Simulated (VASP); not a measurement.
Crystal: SnTe.

```
Sn Te
1.0
     0.00000    3.14484    3.14484
     3.14484    0.00000    3.14484
     3.14484    3.14484    0.00000
Sn Te
1 1
Cartesian
  0.0000 0.0000 0.0000
  3.1448 3.1448 3.1448
```

Base run:

```yaml
Program: VASP 6.6.1
Functional: HSE06
Potentials_or_basis: VASP PAW PBE potentials, release 64 (Sn_d, Te)
Cutoff: 520 eV
k_mesh: 6 × 6 × 6
Occupations: gaussian, width 0.03 eV
Spin: no spin polarisation
```

Its results: band gap on the k mesh 0.06 eV, direct; pressure 1.5 GPa.

Q: The run is repeated on the same cell with these changes: functional from HSE06 to PBE0. What comes out?

A: Band gap on the k mesh 0.53 eV, direct; pressure 1.6 GPa.

Caveats: the PAW data sets were made with another functional, which shifts forces and pressure a little; spin-orbit coupling is left out, which moves the levels of the heavy elements.
